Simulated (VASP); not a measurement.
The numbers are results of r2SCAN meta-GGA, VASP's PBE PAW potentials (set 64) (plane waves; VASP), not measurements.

The input files of a VASP run:

**POSCAR**
```
Sb
1
   -4.0413727718     4.0413727718     2.0374236897
    4.0413727718    -4.0413727718     2.0374236897
    4.0413727718     4.0413727718    -2.0374236897
Sb
4
Direct
  0.3482894083   0.1517105917   0.5000000000
  0.6517105917   0.8482894083   0.5000000000
  0.1517105917   0.6517105917   0.8034211836
  0.8482894083   0.3482894083   0.1965788164
```

### INCAR
```
EDIFF = 1E-7   ! SCF stop (eV)
LWAVE = F
LEFG = T
LASPH = T
ALGO = Normal
LMIXTAU = T
ENCUT = 400
NEDOS = 601
LREAL = F
PREC = Accurate
ISIF = 2   ! forces and stress, cell fixed
METAGGA = R2SCAN
LMAXMIX = 4   ! l cut-off of mixed one-centre charges
LORBIT = 11
NELM = 100   ! most electronic steps
LCHARG = F
ISMEAR = -5
SYSTEM = Sb
```

File KPOINTS:
```
Automatic mesh
0
Gamma
9 9 9
0 0 0
```

File KPOINTS_OPT:
```
k-points along high-symmetry lines
7
Line-mode
Reciprocal
  0.000000   0.000000   0.000000 ! GAMMA
  0.000000   0.000000   0.500000 ! X

  0.000000   0.000000   0.500000 ! X
 -0.500000   0.500000   0.500000 ! M

 -0.500000   0.500000   0.500000 ! M
  0.000000   0.000000   0.000000 ! GAMMA

  0.000000   0.000000   0.000000 ! GAMMA
  0.313152   0.313152  -0.313152 ! Z

 -0.313152   0.686848   0.313152 ! Z_0
 -0.500000   0.500000   0.500000 ! M

  0.000000   0.000000   0.500000 ! X
  0.250000   0.250000   0.250000 ! P

  0.250000   0.250000   0.250000 ! P
  0.000000   0.500000   0.000000 ! N

  0.000000   0.500000   0.000000 ! N
  0.000000   0.000000   0.000000 ! GAMMA
```

POTCAR, in this order: Sb (PBE.64 set). Program: vasp_std.

What VASP printed:

**OUTCAR**
```
 ion  position               nearest neighbor table
   1  0.348  0.152  0.500-   2 3.03   2 3.03   3 3.19   4 3.19   4 3.19   3 3.19   2 3.47
   2  0.652  0.848  0.500-   1 3.03   1 3.03   3 3.19   4 3.19   3 3.19   4 3.19   1 3.47
   3  0.152  0.652  0.803-   4 3.03   4 3.03   1 3.19   2 3.19   2 3.19   1 3.19   4 3.47
   4  0.848  0.348  0.197-   3 3.03   3 3.03   2 3.19   1 3.19   1 3.19   2 3.19   3 3.47
  LATTYP: Found a body centered tetragonal cell.
 ALAT       =     8.0827455436
 C/A-ratio  =     0.5041414897
 Subroutine PRICEL returns:
 Original cell was already a primitive cell.
 Subroutine GETGRP returns: Found 16 space group operations
The static configuration has the point symmetry C_4h.
 The point group associated with its full space group is D_4h.
The dynamic configuration has the point symmetry C_4h.
 Subroutine INISYM returns: Found 16 space group operations
 Subroutine IBZKPT returns following result:
 Found     75 irreducible k-points:

 Following reciprocal coordinates:
            Coordinates               Weight
  0.000000  0.000000  0.000000      1.000000
  0.111111 -0.000000  0.000000      8.000000
  0.222222 -0.000000  0.000000      8.000000
  0.333333  0.000000  0.000000      8.000000
  0.444444 -0.000000  0.000000      8.000000
  0.111111  0.111111  0.000000      8.000000
  0.222222  0.111111  0.000000     16.000000
  0.333333  0.111111  0.000000     16.000000
  0.444444  0.111111  0.000000     16.000000
 -0.444444  0.111111 -0.000000     16.000000
 -0.333333  0.111111  0.000000     16.000000
 -0.222222  0.111111  0.000000     16.000000
 -0.111111  0.111111  0.000000      4.000000
  0.222222  0.222222  0.000000      8.000000
  0.333333  0.222222 -0.000000     16.000000
  0.444444  0.222222  0.000000     16.000000
 -0.444444  0.222222 -0.000000     16.000000
 -0.333333  0.222222  0.000000     16.000000
 -0.222222  0.222222  0.000000      4.000000
  0.333333  0.333333  0.000000      8.000000
  0.444444  0.333333 -0.000000     16.000000
 -0.444444  0.333333 -0.000000     16.000000
 -0.333333  0.333333  0.000000      4.000000
  0.444444  0.444444  0.000000      8.000000
 -0.444444  0.444444  0.000000      4.000000
  0.111111  0.111111  0.111111      8.000000
  0.222222  0.111111  0.111111     16.000000
  0.333333  0.111111  0.111111     16.000000
 -0.111111  0.111111  0.111111      4.000000
  0.222222  0.222222  0.111111      8.000000
  0.333333  0.222222  0.111111     16.000000
  0.444444  0.222222  0.111111     16.000000
 -0.444444  0.222222  0.111111      8.000000
 -0.222222  0.222222  0.111111      8.000000
 -0.111111  0.222222  0.111111      8.000000
  0.333333  0.333333  0.111111      8.000000
  0.444444  0.333333  0.111111      8.000000
 -0.333333  0.333333  0.111111      8.000000
 -0.222222  0.333333  0.111111     16.000000
 -0.111111  0.333333  0.111111      8.000000
   k-points           NKPTS =     75   k-points in BZ     NKDIM =     75   number of bands    NBANDS=     14
   number of dos      NEDOS =    601   number of ions     NIONS =      4
   total plane-waves  NPLWV =  64000
   dimension x,y,z NGX =    40 NGY =   40 NGZ =   40
   dimension x,y,z NGXF=    80 NGYF=   80 NGZF=   80
   ions per type =               4
   PREC   = accura    normal or accurate (medium, high low for compatibility)
   ISTART =      0    job   : 0-new  1-cont  2-samecut
   ICHARG =      2    charge: 1-file 2-atom 10-const
   ISPIN  =      1    spin polarized calculation?
   LNONCOLLINEAR =      F non collinear calculations
   LSORBIT =      F    spin-orbit coupling
   INIWAV =      1    electr: 0-lowe 1-rand  2-diag
   ENCUT  =  400.0 eV  29.40 Ry    5.42 a.u.   9.89  9.89  9.89*2*pi/ulx,y,z
   NELM   =    100;   NELMIN=  2; NELMDL= -5     # of ELM steps
...
```

File OSZICAR:
```
       N       E                     dE             d eps       ncg     rms          rms(c)
DAV:   1    -0.240790939698E+01   -0.24079E+01   -0.61249E+03  2100   0.938E+02
DAV:   2    -0.978556086113E+02   -0.95448E+02   -0.93103E+02  2720   0.168E+02
DAV:   3    -0.103942555695E+03   -0.60869E+01   -0.59613E+01  2730   0.470E+01
DAV:   4    -0.104032315244E+03   -0.89760E-01   -0.90086E-01  2484   0.649E+00
DAV:   5    -0.104034204513E+03   -0.18893E-02   -0.18910E-02  3182   0.105E+00    0.322E+00
DAV:   6    -0.101217287743E+03    0.28169E+01   -0.23769E-01  2232   0.407E+00    0.227E+00
DAV:   7    -0.100487055207E+03    0.73023E+00   -0.10259E+00  2328   0.629E+00    0.105E+00
DAV:   8    -0.101255873260E+03   -0.76882E+00   -0.21538E-01  2232   0.361E+00    0.291E-01
DAV:   9    -0.101450421016E+03   -0.19455E+00   -0.91941E-02  2388   0.231E+00    0.948E-02
DAV:  10    -0.101449323540E+03    0.10975E-02   -0.44136E-02  2412   0.180E+00    0.111E-01
DAV:  11    -0.101452680527E+03   -0.33570E-02   -0.37755E-03  2480   0.604E-01    0.924E-02
DAV:  12    -0.101466007084E+03   -0.13327E-01   -0.97853E-03  2352   0.672E-01    0.495E-02
DAV:  13    -0.101464294362E+03    0.17127E-02   -0.16303E-03  2370   0.266E-01    0.278E-02
DAV:  14    -0.101465732027E+03   -0.14377E-02   -0.37942E-04  2532   0.139E-01    0.129E-02
DAV:  15    -0.101466447310E+03   -0.71528E-03   -0.11641E-03  2220   0.312E-01    0.793E-03
DAV:  16    -0.101466555723E+03   -0.10841E-03   -0.71478E-05  2400   0.721E-02    0.290E-03
DAV:  17    -0.101466557429E+03   -0.17068E-05   -0.11766E-05  2730   0.306E-02    0.364E-03
DAV:  18    -0.101466579613E+03   -0.22184E-04   -0.71187E-06  2238   0.273E-02    0.984E-04
DAV:  19    -0.101466580569E+03   -0.95560E-06   -0.54549E-07  2568   0.685E-03    0.270E-04
DAV:  20    -0.101466582607E+03   -0.20377E-05   -0.13714E-07  1536   0.375E-03    0.225E-04
DAV:  21    -0.101466581253E+03    0.13540E-05   -0.71936E-08  1320   0.363E-03    0.117E-04
DAV:  22    -0.101466582994E+03   -0.17409E-05   -0.20184E-07  1584   0.395E-03    0.146E-04
DAV:  23    -0.101466582677E+03    0.31676E-06   -0.11110E-08  1182   0.867E-04    0.734E-05
DAV:  24    -0.101466582763E+03   -0.86068E-07   -0.29486E-09  1152   0.500E-04
   1 F= -.10146658E+03 E0= -.10146658E+03  d E =0.000000E+00
       N       E                     dE             ncg
```

### OUTCAR
```
------------------------ aborting loop because EDIFF is reached ----------------------------------------
  FORCE on cell =-STRESS in cart. coord.  units (eV):
  Direction    XX          YY          ZZ          XY          YZ          ZX
  --------------------------------------------------------------------------------------
  Total        0.0956733      0.0956733     -0.1702517      0.0000000      0.0000000      0.0000000
  in kB        1.1516012      1.1516012     -2.0492874      0.0000000      0.0000000      0.0000000
  external PRESSURE =       0.0846384 kB  Pullay stress =       0.0000000 kB
  volume of cell :      133.11
      direct lattice vectors                 reciprocal lattice vectors
    -4.041372772  4.041372772  2.037423690     0.000000000  0.123720337  0.245407964
     4.041372772 -4.041372772  2.037423690     0.123720337  0.000000000  0.245407964
     4.041372772  4.041372772 -2.037423690     0.123720337  0.123720337  0.000000000
 POSITION                                       TOTAL-FORCE (eV/Angst)
 -----------------------------------------------------------------------------------
      1.22624      2.81513      0.00000         0.045497     -0.045497      0.000000
      2.81513      1.22624      2.03742        -0.045497      0.045497      0.000000
      5.26761      1.22624     -0.00000         0.045497      0.045497     -0.000000
     -1.22624      2.81513      2.03742        -0.045497     -0.045497      0.000000
 -----------------------------------------------------------------------------------
    total drift:                               -0.000000      0.000000      0.000000
  FREE ENERGIE OF THE ION-ELECTRON SYSTEM (eV)
  ---------------------------------------------------
  free  energy   TOTEN  =      -101.4665827629 eV

  energy  without entropy=     -101.4665827629  energy(sigma->0) =     -101.46658276

 total charge

# of ion       s       p       d       tot
------------------------------------------
    1        1.205   1.109   0.036   2.350
    2        1.205   1.109   0.036   2.350
    3        1.205   1.109   0.036   2.350
    4        1.205   1.109   0.036   2.350
--------------------------------------------------
tot          4.818   4.437   0.145   9.401

 Electric field gradients after diagonalization (V/A^2)
 (convention: |V_zz| > |V_xx| > |V_yy|)
----------------------------------------------------------------------
 ion       V_xx      V_yy      V_zz     asymmetry (V_yy - V_xx)/ V_zz
----------------------------------------------------------------------
   1     -20.852    -3.086    23.938       0.742
   2     -20.852    -3.086    23.938       0.742
   3     -20.851    -3.087    23.938       0.742
   4     -20.851    -3.087    23.938       0.742
```
(Selected blocks of OUTCAR.)

For a metal the tetrahedron method with Blöchl corrections gives inexact stress and forces.

The structure comes from a computed database's Sb entry (I4/mcm); how it stands against other phases isn't given here. It was relaxed first.
